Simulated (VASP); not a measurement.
Energy against volume of NiSb (NiAs type). These are optB86b-vdW, VASP's PBE PAW potentials (set 64) (plane waves; VASP) values and carry that method's errors. Numerical set-up: 520 eV cut-off, 9×9×6 Γ-centred mesh, first-order Methfessel-Paxton smearing of 0.10 eV, potentials Ni Sb.

Shape and ions are relaxed at each volume.

```json
[
 {"V (Å³/atom)": "16.327", "E (eV/atom)": "-2.84080"},
 {"V (Å³/atom)": "16.848", "E (eV/atom)": "-2.85950"},
 {"V (Å³/atom)": "17.369", "E (eV/atom)": "-2.86456"},
 {"V (Å³/atom)": "17.890", "E (eV/atom)": "-2.85824"}
]
```

### Question
Fit these four points and predict the energy of the run at 18.411 Å³/atom.

### Answer
A cubic in V^(−2/3), the third-order Birch-Murnaghan form, passes through the four points with V0 = 17.32 Å³/atom and B0 = 118 GPa, and gives -2.8424 eV/atom there. The run gave -2.8423 eV/atom, +0.1 meV/atom from the fit; all five points give B0 = 118 GPa.

The compound is NiSb in the NiAs type structure. It was relaxed first. The run is not spin-polarised, so no magnetic state was tried.
